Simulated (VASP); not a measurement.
Given:

```
CELL_PARAMETERS angstrom
      4.07941     0.00000     0.00000
      0.00000     4.07941     0.00000
      0.00000     0.00000     4.46573
ATOMIC_POSITIONS crystal
  Ba 0.00000 0.00000 0.02009
  Ti 0.50000 0.50000 0.53720
  O  0.50000 0.50000 0.94823
  O  0.00000 0.50000 0.47924
  O  0.50000 0.00000 0.47924
```

All values below come from revPBE GGA, VASP's PBE PAW potentials (set 64) (plane waves; VASP). Run with 520 eV cut-off, 6×6×5 Γ-centred mesh, Gaussian smearing of 0.050 eV, potentials Ba_sv Ti_sv O.

The ions and cell shape at fixed volume are relaxed. Which structure does the run end with?

```
CELL_PARAMETERS angstrom
      3.96750     0.00000     0.00000
      0.00000     3.96750     0.00000
      0.00000     0.00000     4.72121
ATOMIC_POSITIONS crystal
  Ba 0.00000 0.00000 0.05146
  Ti 0.50000 0.50000 0.54771
  O  0.50000 0.50000 0.92560
  O  0.00000 0.50000 0.46962
  O  0.50000 0.00000 0.46962
```
Space group P4mm (99), at a tolerance of 0.03 Å.

How much energy does the relaxation gain?

The energy (σ→0) changes by -14.1 meV/atom, in 25 ionic steps.

```csv
step,E(σ→0) (eV),max force (eV/Å),pressure (GPa),volume (Å³)
1,-38.2176,0.794,-7.18,74.32
2,-38.2345,0.485,-5.20,74.32
3,-38.2373,0.167,-5.77,74.32
4,-38.2501,0.164,-5.24,74.32
5,-38.2670,0.226,-3.48,74.32
6,-38.2736,0.287,-3.67,74.32
7,-38.2737,0.310,-3.68,74.32
8,-38.2781,0.203,-3.45,74.32
9,-38.2810,0.197,-3.05,74.32
10,-38.2833,0.160,-2.91,74.32
11,-38.2871,0.101,-2.44,74.32
12,-38.2873,0.086,-2.31,74.32
13,-38.2872,0.167,-2.43,74.32
14,-38.2876,0.037,-2.37,74.32
15,-38.2877,0.029,-2.30,74.32
16,-38.2879,0.013,-2.18,74.32
17,-38.2879,0.014,-2.14,74.32
18,-38.2880,0.014,-2.10,74.32
19,-38.2880,0.022,-2.09,74.32
20,-38.2880,0.019,-2.09,74.32
21,-38.2880,0.011,-2.08,74.32
22,-38.2880,0.018,-2.06,74.32
23,-38.2880,0.011,-2.07,74.32
24,-38.2880,0.011,-2.07,74.32
25,-38.2880,0.007,-2.06,74.32
```

The compound is BaTiO3 in the tetragonal perovskite structure. This cell is one point of a volume scan, at 1.06 of the reference volume. Symmetry was kept, so distortions that lower it aren't found.
